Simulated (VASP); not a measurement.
# GaN: the band gap, functional by functional, part 2 of 3

Aim: the gap of GaN on one structure at many levels of theory. The starting structure is a measured crystal structure from the Crystallography Open Database. Cell and atoms stay as given. Meshes and data sets differ where the inputs say so.

VASP 6.6.1.

Results so far: LDA 1.913 eV; PBE 1.897 eV; r2SCAN 2.298 eV.

The database entry behind the starting cell has ideal inner coordinates that were not refined, so it need not match the best structure at ambient conditions.

### 5. Bands with TB-mBJ

Level of this step: TB-mBJ; plane waves and PAW (Ga_d, N) (VASP).

TB-mBJ is a local potential fitted to gaps: it costs far less than a hybrid but gives no energy. Its energies, forces and stress mean nothing.

Input file INCAR:

```
SYSTEM = GaN
PREC = Accurate
ENCUT = 460
EDIFF = 1E-06
NELM = 150
ISMEAR = 0
SIGMA = 0.03
LREAL = .FALSE.
ALGO = Normal
METAGGA = MBJ
LASPH = .TRUE.
NBANDS = 32
LORBIT = 11
LWAVE = .FALSE.
LCHARG = .FALSE.
KPAR = 8
```

Input file POSCAR:

```
GaN
1.0
    3.1900000000      0.0000000000      0.0000000000
   -1.5950000000      2.7626210381      0.0000000000
    0.0000000000      0.0000000000      5.1890000000
Ga N
2 2
Direct
    0.3333333333      0.6666666667      0.5000000000
    0.6666666667      0.3333333333      0.0000000000
    0.3333333333      0.6666666667      0.8750000000
    0.6666666667      0.3333333333      0.3750000000
```

Input file KPOINTS:

```
Automatic mesh
0
Gamma
8 8 4
0 0 0
```

Input file KPOINTS_OPT:

```
Line mode
10
Line-mode
Reciprocal
  0.00000000   0.00000000   0.00000000 GAMMA
  0.50000000   0.00000000   0.00000000 M

  0.50000000   0.00000000   0.00000000 M
  0.33333333   0.33333333   0.00000000 K

  0.33333333   0.33333333   0.00000000 K
  0.00000000   0.00000000   0.00000000 GAMMA

  0.00000000   0.00000000   0.00000000 GAMMA
  0.00000000   0.00000000   0.50000000 A

  0.00000000   0.00000000   0.50000000 A
  0.50000000   0.00000000   0.50000000 L

  0.50000000   0.00000000   0.50000000 L
  0.33333333   0.33333333   0.50000000 H

  0.33333333   0.33333333   0.50000000 H
  0.00000000   0.00000000   0.50000000 A

  0.50000000   0.00000000   0.50000000 L
  0.50000000   0.00000000   0.00000000 M

  0.33333333   0.33333333   0.00000000 K
  0.33333333   0.33333333   0.50000000 H
```

The projector-augmented-wave data sets are Ga_d and N (PBE family, release 64).

Run with:

```bash
$ mpirun -np 8 vasp_std
```

The log of the run:

```text
[banner, memory and clock lines left out]
running    8 mpi-ranks, on    1 nodes
[...]
[... a notice as in an earlier step ...]

 [... a notice as in an earlier step ...]

 LDA part: xc-table for (None), standard interpolation
 POSCAR, INCAR and KPOINTS ok, starting setup
[...]
entering main loop
       N       E                     dE             d eps       ncg     rms          rms(c)
DAV:   1     0.511699884286E+03    0.51170E+03   -0.15094E+04  2352   0.191E+03
DAV:   2     0.244127123045E+03   -0.26757E+03   -0.24307E+03  1960   0.445E+02
DAV:   3     0.205834363323E+03   -0.38293E+02   -0.37678E+02  2256   0.122E+02
DAV:   4     0.204673367887E+03   -0.11610E+01   -0.11598E+01  2224   0.239E+01
[...]
DAV:   8     0.211434940977E+03    0.24145E+01   -0.44569E+00  2400   0.220E+01    0.822E+00
DAV:   9     0.211918237618E+03    0.48330E+00   -0.89841E+00  2080   0.165E+01    0.485E+00
DAV:  10     0.213165315634E+03    0.12471E+01   -0.35863E+00  2408   0.221E+01    0.985E-01
[... 130 further cycles ...]
[...]
1 F= 0.22294514E+03 E0= 0.22294514E+03  d E =-.942097E-28
 Start KPOINTS_OPT (optional k-point list driver)
k-point batch [1-30\90]
       N       E                     dE             ncg
DAV:   1     0.103972636390E+05   -0.17244E+05     2408
DAV:   2     0.125418121534E+04   -0.91431E+04     1920
DAV:   3     0.508047073821E+02   -0.12034E+04     2456
DAV:   4     0.106384244310E+02   -0.40166E+02     2512
DAV:   5     0.932499652603E+01   -0.13134E+01     2648
DAV:   6     0.926669362061E+01   -0.58303E-01     2760
DAV:   7     0.926603579652E+01   -0.65782E-03     2664
DAV:   8     0.926601675775E+01   -0.19039E-04     2552
DAV:   9     0.926601649637E+01   -0.26138E-06     1600
[...]
k-point batch [61-90\90]
       N       E                     dE             ncg
DAV:   1     0.104405961751E+05   -0.27307E+05     2424
DAV:   2     0.119136956267E+04   -0.92492E+04     1920
DAV:   3    -0.112204365375E+02   -0.12026E+04     2432
DAV:   4    -0.517156120118E+02   -0.40495E+02     2440
DAV:   5    -0.530558682810E+02   -0.13403E+01     2752
DAV:   6    -0.531003236654E+02   -0.44455E-01     2656
DAV:   7    -0.531009687121E+02   -0.64505E-03     2768
DAV:   8    -0.531009843932E+02   -0.15681E-04     2440
DAV:   9    -0.531009846409E+02   -0.24775E-06     1696
```

Wall time 2.2 min (8 MPI ranks of Intel Xeon Platinum 8375C at 2.90GHz (Ice Lake), shared host); peak memory 1.8 GiB.

OUTCAR, selected parts (step 5):

```text
  Total     -285.9820542   -285.9820542   -293.6047215      0.0000000      0.0000000      0.0000000
  in kB   -10019.6763904 -10019.6763906 -10286.7444085      0.0000000      0.0000000      0.0000000
  external PRESSURE =  -10108.6990632 kB  Pullay stress =       0.0000000 kB

 POSITION                                       TOTAL-FORCE (eV/Angst)
 -----------------------------------------------------------------------------------
     -0.00000      1.84175      2.59450        -0.000000      0.000000     -0.845228
      1.59500      0.92087      0.00000         0.000000      0.000000     -0.845228
     -0.00000      1.84175      4.54038        -0.000000      0.000000      0.845228
      1.59500      0.92087      1.94588         0.000000     -0.000000      0.845228
 -----------------------------------------------------------------------------------
    total drift:                               -0.000003     -0.000005     -1.851839

  FREE ENERGIE OF THE ION-ELECTRON SYSTEM (eV)
  ---------------------------------------------------
  free  energy   TOTEN  =       222.9451385485 eV

  energy  without entropy=      222.9451385485  energy(sigma->0) =      222.94513855

[... 2 parts as in an earlier step ...]

[... 1 further part left out ...]
[key lines of the parts left out:]
E-fermi :   9.0793
```

The log as kept lacks single lines of electronic cycles.

The electronic loop didn't reach EDIFF within its 150 cycles (NELM).

### 6. Bands with LDA + spin-orbit coupling

Spin-orbit coupling is switched on in this step.

Input file INCAR:

```
SYSTEM = GaN
PREC = Accurate
ENCUT = 460
EDIFF = 1E-06
NELM = 100
ISMEAR = 0
SIGMA = 0.03
LREAL = .FALSE.
ALGO = Normal
GGA = CA
LNONCOLLINEAR = .TRUE.
MAGMOM = 0 0 0 0 0 0 0 0 0 0 0 0
NBANDS = 48
GGA_COMPAT = .FALSE.
LASPH = .TRUE.
LSORBIT = .TRUE.
LORBIT = 11
LWAVE = .FALSE.
LCHARG = .FALSE.
KPAR = 8
```

POSCAR is that of step 5.

KPOINTS is that of step 5.

KPOINTS_OPT is that of step 5.

The projector-augmented-wave data sets are Ga_d and N (LDA family, release 64).

Run with:

```bash
$ mpirun -np 8 vasp_ncl
```

The log of the run:

```text
[banner, memory and clock lines left out]
running    8 mpi-ranks, on    1 nodes
[...]
[... a notice as in an earlier step ...]

 LDA part: xc-table for (Slater(with rela. corr.)+CA(PZ))
 , standard interpolation
 POSCAR, INCAR and KPOINTS ok, starting setup
[...]
entering main loop
       N       E                     dE             d eps       ncg     rms          rms(c)
DAV:   1     0.379226530180E+03    0.37923E+03   -0.14905E+04  4384   0.260E+03
DAV:   2     0.434480426973E+02   -0.33578E+03   -0.31416E+03  3904   0.678E+02
DAV:   3    -0.267507304842E+02   -0.70199E+02   -0.68275E+02  4432   0.206E+02
DAV:   4    -0.318000902068E+02   -0.50494E+01   -0.50017E+01  4920   0.586E+01
[...]
DAV:  13    -0.279016891746E+02   -0.37731E-05   -0.78094E-05  4240   0.869E-02    0.265E-02
DAV:  14    -0.279016858083E+02    0.33663E-05   -0.20078E-05  5176   0.557E-02    0.561E-03
DAV:  15    -0.279016853136E+02    0.49470E-06   -0.33644E-06  4720   0.302E-02
   1 F= -.27901685E+02 E0= -.27901685E+02  d E =-.817254E-22  mag=    -0.0000     0.0000     0.0000
 Start KPOINTS_OPT (optional k-point list driver)
k-point batch [1-40\90]
       N       E                     dE             ncg
DAV:   1     0.887324456839E+04   -0.17369E+05     4504
DAV:   2    -0.417318823476E+04   -0.13046E+05     3896
DAV:   3    -0.678477144124E+04   -0.26116E+04     4528
DAV:   4    -0.696112750044E+04   -0.17636E+03     4664
[...]
DAV:   8    -0.696708880942E+04   -0.65325E-04     5120
DAV:   9    -0.696708881082E+04   -0.13935E-05     3184
DAV:  10    -0.696708881100E+04   -0.18524E-06     2896
[...]
k-point batch [81-90\90]
       N       E                     dE             ncg
DAV:   1     0.373314441882E+05   -0.12145E+05     1104
DAV:   2     0.340662852546E+05   -0.32652E+04      960
DAV:   3     0.334152874175E+05   -0.65100E+03     1072
DAV:   4     0.333715264922E+05   -0.43761E+02     1232
DAV:   5     0.333705162808E+05   -0.10102E+01     1032
DAV:   6     0.333704694429E+05   -0.46838E-01     1432
DAV:   7     0.333704685503E+05   -0.89262E-03     1136
DAV:   8     0.333704685389E+05   -0.11361E-04     1368
DAV:   9     0.333704685388E+05   -0.13183E-06      688
```

The job ended after 57 s (8 MPI ranks; peak memory 2.6 GiB).

Parts of OUTCAR (step 6):

```text
  Total       -1.7431609     -1.7431609     -1.2932094      0.0000000      0.0000000      0.0000000
  in kB      -61.0734412    -61.0734412    -45.3089265      0.0000000      0.0000000      0.0000000
  external PRESSURE =     -55.8186030 kB  Pullay stress =       0.0000000 kB

 POSITION                                       TOTAL-FORCE (eV/Angst)
 -----------------------------------------------------------------------------------
     -0.00000      1.84175      2.59450        -0.000000      0.000000     -0.111986
      1.59500      0.92087      0.00000         0.000000     -0.000000     -0.111986
     -0.00000      1.84175      4.54038         0.000000     -0.000000      0.111986
      1.59500      0.92087      1.94588        -0.000000      0.000000      0.111986
 -----------------------------------------------------------------------------------
    total drift:                                0.000000     -0.000000     -0.000405

  FREE ENERGIE OF THE ION-ELECTRON SYSTEM (eV)
  ---------------------------------------------------
  free  energy   TOTEN  =       -27.9016853136 eV

  energy  without entropy=      -27.9016853136  energy(sigma->0) =      -27.90168531

 magnetization (x)
# of ion       s       p       d       tot
------------------------------------------
    1       -0.000   0.000  -0.000  -0.000
    2       -0.000   0.000  -0.000  -0.000
    3        0.000   0.000   0.000   0.000
    4       -0.000   0.000   0.000   0.000
--------------------------------------------------
tot         -0.000   0.000  -0.000   0.000

 magnetization (y)
# of ion       s       p       d       tot
------------------------------------------
    1        0.000   0.000   0.000   0.000
    2        0.000   0.000   0.000   0.000
    3        0.000  -0.000   0.000  -0.000
    4        0.000   0.000   0.000   0.000
--------------------------------------------------
tot          0.000   0.000   0.000   0.000

 magnetization (z)
# of ion       s       p       d       tot
------------------------------------------
    1        0.000   0.000   0.000   0.000
    2        0.000  -0.000  -0.000  -0.000
    3        0.000   0.000   0.000   0.000
    4        0.000  -0.000   0.000  -0.000
--------------------------------------------------
tot          0.000  -0.000   0.000  -0.000

[... 1 part as in an earlier step ...]

[... 2 further parts left out ...]
[key lines of the parts left out:]
E-fermi :   5.2600
```

LDA + spin-orbit coupling gives a direct gap of 1.910 eV. The least gap is -0.003 eV from that of LDA.

### 7. Bands with r2SCAN + spin-orbit coupling

Edit INCAR of step 6 so:

```diff
@@ -9,3 +9,4 @@
 ALGO = Normal
-GGA = CA
+METAGGA = R2SCAN
+LASPH = .TRUE.
 LNONCOLLINEAR = .TRUE.
@@ -14,3 +15,2 @@
 GGA_COMPAT = .FALSE.
-LASPH = .TRUE.
 LSORBIT = .TRUE.
```

POSCAR is that of step 6.

KPOINTS is that of step 6.

KPOINTS_OPT is that of step 6.

Potentials, in the order of the species: Ga_d and N (PBE family, release 64).

Run with:

```bash
$ mpirun -np 8 vasp_ncl
```

The log of the run:

```text
[... set-up lines as in an earlier step ...]
 entering main loop
       N       E                     dE             d eps       ncg     rms          rms(c)
DAV:   1     0.366565715069E+03    0.36657E+03   -0.15261E+04  4392   0.268E+03
DAV:   2     0.230985078496E+02   -0.34347E+03   -0.32108E+03  3896   0.699E+02
DAV:   3    -0.482353670319E+02   -0.71334E+02   -0.69427E+02  4432   0.211E+02
DAV:   4    -0.534990828409E+02   -0.52637E+01   -0.52189E+01  4920   0.610E+01
[...]
DAV:  13    -0.438250268986E+02    0.58246E-05   -0.49890E-06  4520   0.233E-02    0.691E-03
DAV:  14    -0.438250258667E+02    0.10319E-05   -0.38217E-06  5648   0.524E-02    0.279E-03
DAV:  15    -0.438250258827E+02   -0.15983E-07   -0.10259E-06  3040   0.928E-03
   1 F= -.43825026E+02 E0= -.43825026E+02  d E =-.648546E-17  mag=    -0.0000    -0.0000     0.0000
 Start KPOINTS_OPT (optional k-point list driver)
k-point batch [1-40\90]
       N       E                     dE             ncg
DAV:   1     0.899793223877E+04   -0.17244E+05     4528
DAV:   2    -0.451939434468E+04   -0.13517E+05     3912
DAV:   3    -0.718090584522E+04   -0.26615E+04     4504
DAV:   4    -0.735706248099E+04   -0.17616E+03     4640
[...]
DAV:   8    -0.736344149122E+04   -0.63003E-04     5120
DAV:   9    -0.736344149227E+04   -0.10477E-05     3184
DAV:  10    -0.736344149243E+04   -0.15481E-06     2816
[...]
k-point batch [81-90\90]
       N       E                     dE             ncg
DAV:   1     0.373670475794E+05   -0.12110E+05     1104
DAV:   2     0.339757914587E+05   -0.33913E+04      968
DAV:   3     0.333141816142E+05   -0.66161E+03     1080
DAV:   4     0.332706565091E+05   -0.43525E+02     1216
DAV:   5     0.332695213191E+05   -0.11352E+01     1072
DAV:   6     0.332694876997E+05   -0.33619E-01     1392
DAV:   7     0.332694867324E+05   -0.96727E-03     1192
DAV:   8     0.332694867212E+05   -0.11176E-04     1344
DAV:   9     0.332694867210E+05   -0.17587E-06      728
```

Run time: 3.1 min. Hardware: 8 MPI ranks; peak memory 3 GiB.

OUTCAR, selected parts (step 7):

```text
  Total       -0.3833936     -0.3833936      0.0092919      0.0000000      0.0000000     -0.0000000
  in kB      -13.4325890    -13.4325890      0.3255507      0.0000000      0.0000000     -0.0000000
  external PRESSURE =      -8.8465424 kB  Pullay stress =       0.0000000 kB

 POSITION                                       TOTAL-FORCE (eV/Angst)
 -----------------------------------------------------------------------------------
     -0.00000      1.84175      2.59450         0.000000     -0.000000     -0.134775
      1.59500      0.92087      0.00000        -0.000000      0.000000     -0.134775
     -0.00000      1.84175      4.54038         0.000000      0.000000      0.134775
      1.59500      0.92087      1.94588         0.000000      0.000000      0.134775
 -----------------------------------------------------------------------------------
    total drift:                                0.000000     -0.000000     -0.049959

  FREE ENERGIE OF THE ION-ELECTRON SYSTEM (eV)
  ---------------------------------------------------
  free  energy   TOTEN  =       -43.8250258827 eV

  energy  without entropy=      -43.8250258827  energy(sigma->0) =      -43.82502588

 magnetization (x)
# of ion       s       p       d       tot
------------------------------------------
    1        0.000   0.000  -0.000  -0.000
    2        0.000  -0.000  -0.000  -0.000
    3        0.000  -0.000   0.000   0.000
    4       -0.000   0.000   0.000  -0.000
--------------------------------------------------
tot         -0.000  -0.000  -0.000  -0.000

 magnetization (y)
# of ion       s       p       d       tot
------------------------------------------
    1        0.000  -0.000   0.000  -0.000
    2        0.000   0.000  -0.000  -0.000
    3        0.000   0.000   0.000   0.000
    4        0.000   0.000   0.000   0.000
--------------------------------------------------
tot          0.000   0.000  -0.000   0.000

 magnetization (z)
# of ion       s       p       d       tot
------------------------------------------
    1        0.000   0.000   0.000   0.000
    2        0.000   0.000   0.000   0.000
    3        0.000   0.000   0.000   0.000
    4        0.000   0.000   0.000   0.000
--------------------------------------------------
tot          0.000   0.000   0.000   0.000

[... 2 parts as in an earlier step ...]

[... 1 further part left out ...]
[key lines of the parts left out:]
E-fermi :   5.2180
```

r2SCAN + spin-orbit coupling gives a direct gap of 2.295 eV. The least gap is -0.002 eV from that of r2SCAN.

### 8. Bands with TB-mBJ + spin-orbit coupling

Edit INCAR of step 7 so:

```diff
@@ -4,3 +4,3 @@
 EDIFF = 1E-06
-NELM = 100
+NELM = 150
 ISMEAR = 0
@@ -9,3 +9,3 @@
 ALGO = Normal
-METAGGA = R2SCAN
+METAGGA = MBJ
 LASPH = .TRUE.
```

POSCAR is that of step 7.

KPOINTS is that of step 7.

KPOINTS_OPT is that of step 7.

Run with:

```bash
$ mpirun -np 8 vasp_ncl
```

The log of the run:

```text
[... set-up lines as in an earlier step ...]
 entering main loop
       N       E                     dE             d eps       ncg     rms          rms(c)
DAV:   1     0.613901409656E+03    0.61390E+03   -0.14623E+04  4328   0.253E+03
DAV:   2     0.282674435400E+03   -0.33123E+03   -0.30815E+03  3904   0.655E+02
DAV:   3     0.210650826770E+03   -0.72024E+02   -0.70024E+02  4432   0.208E+02
DAV:   4     0.204818496663E+03   -0.58323E+01   -0.57795E+01  4944   0.626E+01
[...]
DAV:  50     0.213036325580E+03    0.14821E-05   -0.84269E-12  2032   0.224E-05    0.251E-06
DAV:  51     0.213036324413E+03   -0.11667E-05   -0.42082E-12  2064   0.181E-05    0.115E-06
DAV:  52     0.213036323657E+03   -0.75572E-06   -0.87360E-13  2048   0.111E-05
   1 F= 0.21303632E+03 E0= 0.21303632E+03  d E =-.581011E-16  mag=    -0.0000     0.0000     0.0000
 Start KPOINTS_OPT (optional k-point list driver)
k-point batch [1-40\90]
       N       E                     dE             ncg
DAV:   1     0.104116860382E+05   -0.15830E+05     4552
DAV:   2    -0.301115708010E+04   -0.13423E+05     3960
DAV:   3    -0.551771016960E+04   -0.25066E+04     4488
DAV:   4    -0.567382733488E+04   -0.15612E+03     4800
DAV:   5    -0.567832220219E+04   -0.44949E+01     4712
DAV:   6    -0.567850913719E+04   -0.18693E+00     5424
DAV:   7    -0.567851190900E+04   -0.27718E-02     4896
DAV:   8    -0.567851195446E+04   -0.45461E-04     5288
DAV:   9    -0.567851195501E+04   -0.55740E-06     2968
[...]
k-point batch [81-90\90]
       N       E                     dE             ncg
DAV:   1     0.377047730868E+05   -0.11772E+05     1112
DAV:   2     0.343677057001E+05   -0.33371E+04      976
DAV:   3     0.337423450221E+05   -0.62536E+03     1080
DAV:   4     0.337027618538E+05   -0.39583E+02     1248
DAV:   5     0.337018537425E+05   -0.90811E+00     1016
DAV:   6     0.337018034404E+05   -0.50302E-01     1464
DAV:   7     0.337018023262E+05   -0.11141E-02     1120
DAV:   8     0.337018023142E+05   -0.12057E-04     1352
DAV:   9     0.337018023140E+05   -0.16146E-06      656
```

Run time: 3.2 min. Hardware: 8 MPI ranks; peak memory 3.2 GiB.

From OUTCAR (step 8):

```text
  Total     -225.9789525   -225.9789525   -225.7896091     -0.0000000      0.0000000     -0.0000000
  in kB    -7917.4058044  -7917.4058046  -7910.7719606     -0.0000000      0.0000000     -0.0000000
  external PRESSURE =   -7915.1945232 kB  Pullay stress =       0.0000000 kB

 POSITION                                       TOTAL-FORCE (eV/Angst)
 -----------------------------------------------------------------------------------
     -0.00000      1.84175      2.59450        -0.000000     -0.000000     -0.020692
      1.59500      0.92087      0.00000        -0.000000      0.000000     -0.020692
     -0.00000      1.84175      4.54038         0.000000     -0.000000      0.020692
      1.59500      0.92087      1.94588         0.000000      0.000000      0.020692
 -----------------------------------------------------------------------------------
    total drift:                                0.000000     -0.000000      0.654060

  FREE ENERGIE OF THE ION-ELECTRON SYSTEM (eV)
  ---------------------------------------------------
  free  energy   TOTEN  =       213.0363236573 eV

  energy  without entropy=      213.0363236573  energy(sigma->0) =      213.03632366

 magnetization (x)
# of ion       s       p       d       tot
------------------------------------------
    1        0.000   0.000   0.000   0.000
    2        0.000  -0.000  -0.000  -0.000
    3        0.000   0.000   0.000   0.000
    4       -0.000  -0.000   0.000  -0.000
--------------------------------------------------
tot         -0.000  -0.000   0.000  -0.000

 magnetization (y)
# of ion       s       p       d       tot
------------------------------------------
    1        0.000   0.000   0.000   0.000
    2        0.000  -0.000  -0.000  -0.000
    3        0.000   0.000   0.000   0.000
    4        0.000  -0.000   0.000  -0.000
--------------------------------------------------
tot          0.000  -0.000  -0.000  -0.000

 magnetization (z)
# of ion       s       p       d       tot
------------------------------------------
    1       -0.000   0.000   0.000  -0.000
    2       -0.000   0.000   0.000  -0.000
    3        0.000   0.000   0.000   0.000
    4        0.000   0.000   0.000   0.000
--------------------------------------------------
tot          0.000   0.000   0.000   0.000

[... 2 parts as in an earlier step ...]

[... 1 further part left out ...]
[key lines of the parts left out:]
E-fermi :   5.9098
```

TB-mBJ + spin-orbit coupling gives a direct gap of 3.080 eV.

(Continued in part 3 of 3.)

[Lines on the potential files, build, host, timing and source positions are cut from VASP's logs without a mark.]

[Logs are printed without paths, hosts, clocks, repeated set-up lines and the standing remarks that a program may print on its own settings, such as how far it seeks lower states.]

[Hosts, paths, dates, database ids (printed as entryN), source tags and the programs' standing remarks are cut or masked in the printed files.]
